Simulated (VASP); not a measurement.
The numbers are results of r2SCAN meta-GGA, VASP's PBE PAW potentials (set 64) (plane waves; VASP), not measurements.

The input files of a VASP run:

**INCAR**
```
SYSTEM  =  PbTe
PREC  =  Accurate; ENCUT  =  520; LREAL  =  .FALSE.
LASPH  =  .TRUE.
EDIFF  =  1E-7; NELM  =  100; ALGO  =  Normal
LMAXMIX  =  4; LMIXTAU  =  .TRUE.
ISMEAR  =  -5
METAGGA  =  R2SCAN
ISIF  =  2
LWAVE  =  .FALSE.; LCHARG  =  .FALSE.; LORBIT  =  11
NEDOS  =  601
```

File KPOINTS:
```
Automatic mesh
0
Gamma
8 8 8
0 0 0
```

**KPOINTS_OPT**
```
k-points along high-symmetry lines
10
Line-mode
Reciprocal
  0.000000   0.000000   0.000000 ! GAMMA
  0.500000   0.000000   0.500000 ! X

  0.500000   0.000000   0.500000 ! X
  0.625000   0.250000   0.625000 ! U

  0.375000   0.375000   0.750000 ! K
  0.000000   0.000000   0.000000 ! GAMMA

  0.000000   0.000000   0.000000 ! GAMMA
  0.500000   0.500000   0.500000 ! L

  0.500000   0.500000   0.500000 ! L
  0.500000   0.250000   0.750000 ! W

  0.500000   0.250000   0.750000 ! W
  0.500000   0.000000   0.500000 ! X
```

**POSCAR**
```
PbTe
1.0
  0.0000000000   3.2668887926   3.2668887926
  3.2668887926   0.0000000000   3.2668887926
  3.2668887926   3.2668887926   0.0000000000
Te Pb
1 1
Cart
  3.2668887926   3.2668887926   3.2668887926
  0.0000000000   0.0000000000   0.0000000000
```

POTCAR, in this order: Te Pb_d (PBE.64 set). Program: vasp_std.

**Question.** What will the output report for the number of irreducible k-points (NKPTS), largest plane-wave count, number of space-group operations, FFT grid (NGX, NGY, NGZ)?

**Answer.** 
```
Item                                           Value
--------------------------------------  ------------
number of irreducible k-points (NKPTS)            29
largest plane-wave count                        1895
number of space-group operations                  48
FFT grid (NGX, NGY, NGZ)                36 × 36 × 36
```

The compound is PbTe in the rock salt structure. It was relaxed first.
